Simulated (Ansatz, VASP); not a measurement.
# Sc3SnB in two plane-wave programs, part 2 of 2

Aim: how closely do two programs agree when they are given the same cell, functional and k mesh? The cell is taken from a series of runs on this material, whose earlier steps may have relaxed, scaled, displaced or heated it; both programs get it as it stands.

VASP 6.6.1 and Ansatz 0.2.0.

So far: Set-up; Ansatz: relaxation of cell and atoms, PBEsol.

**3. VASP: relaxation of cell and atoms, PBEsol**

Level of this step: PBEsol; plane waves and PAW (Sc_sv, Sn_d, B) (VASP).

The same cell, functional, mesh and smearing now go to VASP, with its own data sets.

Lines of VASP's logs that name or quote its potential files are left out, and so is its time.

INCAR

```
SYSTEM = Sc3SnB
PREC = Accurate
ENCUT = 500
EDIFF = 1E-07
NELM = 120
ISMEAR = 1
SIGMA = 0.2
LREAL = .FALSE.
ALGO = Normal
GGA = PS
NBANDS = 31
LASPH = .TRUE.
LORBIT = 11
LWAVE = .FALSE.
LCHARG = .FALSE.
ISIF = 3
IBRION = 2
NSW = 80
EDIFFG = -0.005
GGA_COMPAT = .FALSE.
NELMIN = 4
KPAR = 2
```

POSCAR

```
Sc3SnB
1.0
    4.6029160000      0.0000000000      0.0000000000
    0.0000000000      4.6029160000      0.0000000000
    0.0000000000      0.0000000000      4.6029160000
Sc Sn B
3 1 1
Direct
    0.0000000000      0.5000000000      0.5000000000
    0.5000000000      0.0000000000      0.5000000000
    0.5000000000      0.5000000000      0.0000000000
    0.0000000000      0.0000000000      0.0000000000
    0.5000000000      0.5000000000      0.5000000000
```

KPOINTS

```
Automatic mesh
0
Gamma
8 8 8
0 0 0
```

PAW data sets: Sc_sv, Sn_d and B (PBE family, release 64).

Command:

```sh
> mpirun -np 2 vasp_std
```

Numbers of over 12 decimals in the logs are rounded to 6 here.

Output:

```text
[banner, memory and clock lines left out]
running    2 mpi-ranks, on    1 nodes
 distrk:  each k-point on    1 cores,    2 groups
 distr:  one band on    1 cores,    1 groups

 POSCAR found type information on POSCAR ScSnB
 POSCAR found :  3 types and       5 ions
|                                                                             |
|               ----> ADVICE to this user running VASP <----                  |
|                                                                             |
|     You enforced a specific xc type in the INCAR file but a different       |
|     [... a line on the potential file left out ...]
|     I HOPE YOU KNOW WHAT YOU ARE DOING!                                     |
|                                                                             |

 LDA part: xc-table for (Slater+PW92), standard interpolation
 POSCAR, INCAR and KPOINTS ok, starting setup
 FFT: planning ... GRIDC
 FFT: planning ... GRID_SOFT
 FFT: planning ... GRID
 WAVECAR not read
 entering main loop
       N       E                     dE             d eps       ncg     rms          rms(c)
DAV:   1     0.879125062074E+03    0.87913E+03   -0.22313E+04  2178   0.192E+03
DAV:   2     0.590839768725E+02   -0.82004E+03   -0.80888E+03  2994   0.759E+02
DAV:   3    -0.375998385520E+02   -0.96684E+02   -0.94214E+02  3362   0.305E+02
DAV:   4    -0.429084777599E+02   -0.53086E+01   -0.52689E+01  3332   0.692E+01
DAV:   5    -0.430606214588E+02   -0.15214E+00   -0.15197E+00  3534   0.133E+01    0.175E+01
DAV:   6    -0.344232365954E+02    0.86374E+01   -0.43634E+01  3014   0.376E+01    0.435E+00
DAV:   7    -0.343625688568E+02    0.60668E-01   -0.13426E+00  3412   0.893E+00    0.241E+00
DAV:   8    -0.342841379387E+02    0.78431E-01   -0.21024E-01  3038   0.321E+00    0.444E-01
DAV:   9    -0.342779225860E+02    0.62154E-02   -0.39863E-02  3316   0.130E+00    0.176E-01
DAV:  10    -0.342779267000E+02   -0.41140E-05   -0.44377E-03  3178   0.619E-01    0.592E-02
DAV:  11    -0.342779238072E+02    0.28927E-05   -0.29545E-04  3364   0.173E-01    0.301E-02
DAV:  12    -0.342779252120E+02   -0.14047E-05   -0.34525E-05  2999   0.736E-02    0.518E-03
DAV:  13    -0.342779247614E+02    0.45054E-06   -0.50184E-06  3228   0.231E-02    0.250E-03
DAV:  14    -0.342779243585E+02    0.40296E-06   -0.79338E-07  2831   0.708E-03    0.764E-04
DAV:  15    -0.342779242503E+02    0.10815E-06   -0.71941E-08  1771   0.317E-03    0.326E-04
DAV:  16    -0.342779242831E+02   -0.32829E-07   -0.24220E-08  1750   0.241E-03
   1 F= -.34277924E+02 E0= -.34278366E+02  d E =-.342779E+02
 curvature:   0.00 expect dE= 0.000E+00 dE for cont linesearch  0.000E+00
 trial: gam= 0.00000 g(F)=  0.000E+00 g(S)=  0.834E-04 ort = 0.000E+00 (trialstep = 0.100E+01)
 search vector abs. value=  0.834E-04
 bond charge predicted
       N       E                     dE             d eps       ncg     rms          rms(c)
DAV:   1    -0.342789960364E+02   -0.10718E-02   -0.30677E-02  2464   0.211E+00    0.226E-01
DAV:   2    -0.342780989773E+02    0.89706E-03   -0.25642E-03  2914   0.638E-01    0.748E-02
DAV:   3    -0.342779608675E+02    0.13811E-03   -0.50964E-04  2946   0.233E-01    0.297E-02
DAV:   4    -0.342779470585E+02    0.13809E-04   -0.66970E-05  3352   0.657E-02    0.107E-02
DAV:   5    -0.342779434694E+02    0.35891E-05   -0.16122E-05  3164   0.371E-02    0.691E-03
DAV:   6    -0.342779418143E+02    0.16551E-05   -0.21969E-06  3279   0.140E-02    0.123E-03
DAV:   7    -0.342779416652E+02    0.14905E-06   -0.85466E-08  1682   0.373E-03    0.546E-04
DAV:   8    -0.342779416285E+02    0.36704E-07   -0.27657E-08  1666   0.265E-03
   2 F= -.34277942E+02 E0= -.34278386E+02  d E =-.173454E-04
 trial-energy change:   -0.000017  1 .order   -0.000019   -0.000083    0.000046
 step:   0.6298(harm=  0.6449)  dis= 0.00000  next Energy=   -34.277950 (dE=-0.259E-04)
 bond charge predicted
       N       E                     dE             d eps       ncg     rms          rms(c)
DAV:   1    -0.342780940501E+02   -0.15238E-03   -0.42050E-03  2380   0.781E-01    0.839E-02
DAV:   2    -0.342779689033E+02    0.12515E-03   -0.34522E-04  2828   0.236E-01    0.280E-02
DAV:   3    -0.342779507733E+02    0.18130E-04   -0.78315E-05  2940   0.902E-02    0.114E-02
DAV:   4    -0.342779502476E+02    0.52570E-06   -0.11793E-05  3415   0.271E-02    0.447E-03
DAV:   5    -0.342779500374E+02    0.21022E-06   -0.25789E-06  3165   0.149E-02    0.251E-03
DAV:   6    -0.342779503932E+02   -0.35577E-06   -0.22216E-07  2029   0.512E-03    0.431E-04
DAV:   7    -0.342779504470E+02   -0.53781E-07   -0.28614E-08  1603   0.286E-03
   3 F= -.34277950E+02 E0= -.34278394E+02  d E =-.261638E-04
 curvature:  -0.32 expect dE=-0.479E-08 dE for cont linesearch -0.479E-08
 trial: gam=-0.01319 g(F)=  0.648E-65 g(S)=  0.149E-07 ort = 0.111E-05 (trialstep = 0.926E+00)
 search vector abs. value=  0.103E-09
 reached required accuracy - stopping structural energy minimisation
```

OUTCAR, selected parts (step 3):

```text
ion  position               nearest neighbor table
   1  0.000  0.500  0.500-   5 2.30   5 2.30   4 3.25   2 3.25   3 3.25   4 3.25   2 3.25   4 3.25
                             4 3.25   2 3.25   3 3.25   3 3.25   3 3.25   2 3.25
   2  0.500  0.000  0.500-   5 2.30   5 2.30   4 3.25   1 3.25   3 3.25   4 3.25   1 3.25   3 3.25
                             3 3.25   3 3.25   1 3.25   4 3.25   4 3.25   1 3.25
   3  0.500  0.500  0.000-   5 2.30   5 2.30   4 3.25   1 3.25   1 3.25   2 3.25   2 3.25   2 3.25
                             4 3.25   2 3.25   1 3.25   4 3.25   1 3.25   4 3.25
   4  0.000  0.000  0.000-   1 3.25   2 3.25   3 3.25   1 3.25   2 3.25   1 3.25   3 3.25   1 3.25
                             2 3.25   3 3.25   2 3.25   3 3.25
   5  0.500  0.500  0.500-   1 2.30   2 2.30   3 2.30   3 2.30   2 2.30   1 2.30

  LATTYP: Found a simple cubic cell.
 ALAT       =     4.6029160000

 Subroutine GETGRP returns: Found 48 space group operations
 (whereof 48 operations were pure point group operations)

The static configuration has the point symmetry O_h .

 Found     35 irreducible k-points:

   k-points           NKPTS =     35   k-points in BZ     NKDIM =     35   number of bands    NBANDS=     31

   dimension x,y,z NGX =    36 NGY =   36 NGZ =   36
   dimension x,y,z NGXF=    72 NGYF=   72 NGZF=   72

   ENCUT  =  500.0 eV  36.75 Ry    6.06 a.u.   8.39  8.39  8.39*2*pi/ulx,y,z

   NELECT =      50.0000    total number of electrons

 k-points in reciprocal lattice and weights: Automatic mesh
   0.00000000  0.00000000  0.00000000       0.002
   0.12500000  0.00000000  0.00000000       0.012
   0.25000000  0.00000000  0.00000000       0.012
   0.37500000  0.00000000  0.00000000       0.012
   0.50000000  0.00000000  0.00000000       0.006
   0.12500000  0.12500000  0.00000000       0.023
   0.25000000  0.12500000  0.00000000       0.047
   0.37500000  0.12500000  0.00000000       0.047
   0.50000000  0.12500000  0.00000000       0.023
[...]
0.50000000  0.50000000  0.37500000       0.012
   0.50000000  0.50000000  0.50000000       0.002

 average (electrostatic) potential at core
       1 -45.0268       2 -45.0268       3 -45.0268       4-100.6470       5 -25.4819

 E-fermi :   5.2722

 k-point     1 :       0.0000    0.0000    0.0000
  band No.  band energies     occupation
    ...
     23       4.7305      2.00087
     24       4.7305      2.00087
     25       5.2895      0.85450
     26       5.2895      0.85450
     27       5.2895      0.85450
     28       7.7674     -0.00000
     29       7.7674     -0.00000
     30       7.7674     -0.00000
     31       7.8241     -0.00000

 k-point     2 :       0.1250    0.0000    0.0000
  band No.  band energies     occupation
    ...
     22       4.4041      2.00000
     23       4.8433      2.00975
     24       5.1871      1.65302
     25       5.1871      1.65302
     26       5.2648      1.06276
     27       5.3347      0.49869
     28       6.8647     -0.00000
     29       7.6454     -0.00000
     30       7.6454     -0.00000
     31       7.7406     -0.00000

 k-point     3 :       0.2500    0.0000    0.0000
  band No.  band energies     occupation
    ...
     22       4.3060      2.00000
     23       4.9808      2.05902
     24       4.9808      2.05902
     25       5.1576      1.81535
     26       5.1717      1.74276
     27       5.4567     -0.03020
     28       6.3285     -0.00000
     29       7.5283     -0.00000
     30       7.6673     -0.00000
     31       7.6673     -0.00000

  Total        0.0007174      0.0007174      0.0007174     -0.0000000      0.0000000     -0.0000000
  in kB        0.0117746      0.0117746      0.0117746     -0.0000000      0.0000000     -0.0000000
  external PRESSURE =       0.0117746 kB  Pullay stress =       0.0000000 kB

  energy-cutoff  :      500.00
  volume of cell :       97.62
      direct lattice vectors                 reciprocal lattice vectors
     4.604417461  0.000000000  0.000000000     0.217182740 -0.000000000 -0.000000000
     0.000000000  4.604417461  0.000000000    -0.000000000  0.217182740  0.000000000
     0.000000000 -0.000000000  4.604417461    -0.000000000 -0.000000000  0.217182740

 POSITION                                       TOTAL-FORCE (eV/Angst)
 -----------------------------------------------------------------------------------
      0.00000      2.30221      2.30221         0.000000     -0.000000      0.000000
      2.30221      0.00000      2.30221        -0.000000     -0.000000      0.000000
      2.30221      2.30221      0.00000        -0.000000      0.000000      0.000000
      0.00000      0.00000      0.00000        -0.000000      0.000000      0.000000
      2.30221      2.30221      2.30221        -0.000000      0.000000      0.000000
 -----------------------------------------------------------------------------------
    total drift:                                0.000000      0.000000      0.000000

  FREE ENERGIE OF THE ION-ELECTRON SYSTEM (eV)
  ---------------------------------------------------
  free  energy   TOTEN  =       -34.2779504470 eV

  energy  without entropy=      -34.2792804789  energy(sigma->0) =      -34.27839379

 reached required accuracy - stopping structural energy minimisation

 total charge
# of ion       s       p       d       tot
------------------------------------------
    1        2.225   6.177   1.088   9.490
    2        2.225   6.177   1.088   9.490
    3        2.225   6.177   1.088   9.490
    4        1.109   1.306   9.940  12.355
    5        0.760   1.131   0.000   1.891
--------------------------------------------------
tot          8.544  20.968  13.203  42.715

[... 3 further parts left out ...]
```

**4. Differences**

Known differences besides the potentials themselves: the cutoff is 420 eV in Ansatz and 500 eV in VASP; Ansatz makes its cores anew for this functional, VASP keeps those of its PBE data sets; Ansatz adds a Pulay correction to the stress that steers its cell, VASP none. Total energies have different zeros and are not compared.

The two programs side by side:

| quantity | Ansatz | VASP | difference |
| --- | --- | --- | --- |
| volume (Å³) | 97.49 | 97.62 | -0.13 % |
| edge a after relaxation, in the typed setting (Å) | 4.603 | 4.604 | -0.04 % |

**5. VASP: zone-centre phonons, PBEsol**

Second derivatives magnify differences that forces hide, and they need a tight electronic threshold.

INCAR

```
SYSTEM = Sc3SnB
PREC = Accurate
ENCUT = 500
EDIFF = 1E-08
NELM = 120
ISMEAR = 1
SIGMA = 0.2
LREAL = .FALSE.
ALGO = Normal
GGA = PS
NBANDS = 31
LASPH = .TRUE.
LORBIT = 11
LWAVE = .FALSE.
LCHARG = .FALSE.
ISIF = 2
IBRION = 8
GGA_COMPAT = .FALSE.
KPAR = 2
```

Changes to POSCAR since step 3:

```diff
@@ -2,5 +2,5 @@
 1.0
-    4.6029160000      0.0000000000      0.0000000000
-    0.0000000000      4.6029160000      0.0000000000
-    0.0000000000      0.0000000000      4.6029160000
+    4.6024667560      0.0000000000      0.0000000000
+    0.0000000000      4.6024667560      0.0000000000
+    0.0000000000      0.0000000000      4.6024667560
 Sc Sn B
```

KPOINTS is that of step 3.

Command:

```sh
> mpirun -np 2 vasp_std
```

Output:

```text
[banner, memory and clock lines left out]
running    2 mpi-ranks, on    1 nodes
[...]
[... a notice as in an earlier step ...]

 LDA part: xc-table for (Slater+PW92), standard interpolation
 POSCAR, INCAR and KPOINTS ok, starting setup
[...]
entering main loop
       N       E                     dE             d eps       ncg     rms          rms(c)
DAV:   1     0.883296205618E+03    0.88330E+03   -0.22371E+04  2178   0.193E+03
DAV:   2     0.603849617839E+02   -0.82291E+03   -0.81178E+03  2978   0.762E+02
DAV:   3    -0.373429603319E+02   -0.97728E+02   -0.94758E+02  3342   0.301E+02
DAV:   4    -0.429022065757E+02   -0.55592E+01   -0.54712E+01  3332   0.685E+01
[...]
DAV:  16    -0.342778928846E+02   -0.21031E-07   -0.89197E-09  1799   0.126E-03    0.111E-04
DAV:  17    -0.342778928947E+02   -0.10061E-07   -0.27888E-09  1778   0.771E-04    0.671E-05
DAV:  18    -0.342778928937E+02    0.97407E-09   -0.18346E-09  1722   0.629E-04
   1 F= -.34277893E+02 E0= -.34278334E+02  d E =0.132396E-02
[...]
RMM:  16    -0.223929220175E+00   -0.16817E-07   -0.20488E-08  9843   0.808E-04    0.137E-06
RMM:  17    -0.223929197001E+00    0.23174E-07   -0.15744E-08  9790   0.801E-04    0.890E-07
RMM:  18    -0.223929190427E+00    0.65745E-08   -0.26681E-08  9666   0.797E-04    0.100E-06
 first order change of Fermi-energy   0.14907E-03
 force on displaced ion       4 direction 1 :  -3.930   0.000  -0.000
 Linear response progress:
  Degree of freedom:   4/  4
       N       E                     dE             d eps       ncg     rms          rms(c)
RMM:   1    -0.488844213219E-01   -0.48884E-01    0.14770E-03  7344   0.196E+00
RMM:   2    -0.460602321731E-01    0.28242E-02   -0.28354E-03  7330   0.398E-01    0.136E-01
RMM:   3    -0.457799304192E-01    0.28030E-03   -0.34498E-03  7825   0.286E-01    0.628E-02
RMM:   4    -0.462628002899E-01   -0.48287E-03   -0.10578E-03  8486   0.137E-01    0.157E-02
[...]
RMM:  12    -0.463587577713E-01   -0.76263E-07   -0.50011E-08  9424   0.202E-04    0.427E-06
RMM:  13    -0.463587895437E-01   -0.31772E-07   -0.49404E-08  9981   0.183E-04    0.176E-06
RMM:  14    -0.463587957225E-01   -0.61789E-08   -0.55398E-08  9114   0.187E-04    0.785E-07
 first order change of Fermi-energy   0.22935E-03
 force on displaced ion       5 direction 1 :  -8.393  -0.000   0.000
 Linear response finished
```

Parts of OUTCAR (step 5):

```text
 POSITION                                       TOTAL-FORCE (eV/Angst)
 -----------------------------------------------------------------------------------
      0.00000      2.30123      2.30123         0.000000      0.000000      0.000000
      2.30123      0.00000      2.30123         0.000000      0.000000      0.000000
      2.30123      2.30123      0.00000         0.000000      0.000000      0.000000
      0.00000      0.00000      0.00000         0.000000      0.000000      0.000000
      2.30123      2.30123      2.30123         0.000000      0.000000      0.000000
 -----------------------------------------------------------------------------------
    total drift:                                0.000000      0.000000      0.000000

[... 1 part as in an earlier step ...]
```

**6. Ansatz: zone-centre phonons, PBEsol**

The same cell, functional, mesh and smearing now go to Ansatz, which takes its cutoff from its data sets.

The cell is taken from a series of runs on this material, whose earlier steps may have relaxed, scaled, displaced or heated it; both programs get it as it stands.

input.yaml

```yaml
crystal:
  lattice:
    - [4.602466756, 0.0, 0.0]
    - [0.0, 4.602466756, 0.0]
    - [0.0, 0.0, 4.602466756]
  atoms:
    - { symbol: Sc, position: [0.0, 0.5, 0.5] }
    - { symbol: Sc, position: [0.5, 0.0, 0.5] }
    - { symbol: Sc, position: [0.5, 0.5, 0.0] }
    - { symbol: Sn, position: [0.0, 0.0, 0.0] }
    - { symbol: B, position: [0.5, 0.5, 0.5] }
kpoints:
  mp_grid: { grid: [8, 8, 8] }
hamiltonian:
  xc: pbesol
  pseudopotentials: { kind: paw, azcp: { folder: soft_1 }, xc_functional: pbe }
scf:
  occupations: { method: methfessel_paxton, width: 0.2 }
output:
  eigenvalues: true
phonons:
  method: dfpt
```

Command:

```sh
> ansatz run input.yaml --threads 4 --pin off --max-ram 10240MiB --backend cpu --events-out ev --progress --plain --runs-dir out
```

Output:

```text
zone centre: on kpoints.mp_grid the ground state, and the responses unless they are solved on pairs of k-points, stand on 125 of the mesh's 512 k-points, reduced under 8 symmetry operations, with k and −k counted as one. Each operation leaves every solved displacement unchanged or reverses it
[...]
Crystal: 5 atoms, lattice volume = 97.493 Å³
[...]
k mesh reduced under 8 symmetry operations, with k and −k counted as one. Each operation leaves every solved displacement unchanged or reverses it
  ASR residual: 7.849e-5 → 0.000e0 eV/Å²; symmetrization residual: 3.265e-6 eV/Å²
  ASR residual per site (eV/Å²): 3.06e-6 3.06e-6 3.06e-6 7.85e-5 4.07e-7
  Γ frequencies (cm⁻¹): 0.00 0.00 0.00 126.78 126.78 126.78 167.50 167.50 167.50 238.20 238.20 238.20 488.32 488.32 488.32
  non-analytic LO–TO correction: not included (Born effective charges unavailable; polar crystals: no LO–TO splitting at Γ)
[key lines of the parts left out:]
SCF converged after 11 iterations
Free energy (F): -12439.828866 eV
Fermi energy:    10.430720 eV
```

**7. Differences**

Compared:

| quantity | Ansatz | VASP | difference |
| --- | --- | --- | --- |
| optical mode 1 to 3 (cm⁻¹) | 126.8 | 127.0 | -0.16 % |
| optical mode 4 to 6 (cm⁻¹) | 167.5 | 167.0 | +0.29 % |
| optical mode 7 to 9 (cm⁻¹) | 238.2 | 237.9 | +0.12 % |
| optical mode 10 to 12 (cm⁻¹) | 488.3 | 490.1 | -0.36 % |

Modes are paired by rising frequency, not by their patterns, so a pair may set unlike modes beside each other; they are those without the splitting of longitudinal modes.

**8. What came out**

```
difference in volume (relaxation of cell and atoms, PBEsol)                                                          : -0.13 %
r.m.s. difference of the optical zone-centre modes, each program's sorted by frequency (zone-centre phonons, PBEsol) : 0.94 cm⁻¹
```

What this shows: The difference in volume is -0.13 % (relaxation of cell and atoms, PBEsol), within the 1.2 % picked in this series as the mark of a large difference, as far as the stopping tolerances let one tell. 1 further run of this series is not shown here. How closely two codes agree says nothing of how well the functional describes the real material.

[Lines on the potential files, build, host, timing and source positions are cut from VASP's logs without a mark.]

[Logs are printed without paths, hosts, clocks, repeated set-up lines and the standing remarks that a program may print on its own settings, such as how far it seeks lower states.]

[Hosts, paths, dates, database ids (printed as entryN), source tags and the programs' standing remarks are cut or masked in the printed files.]
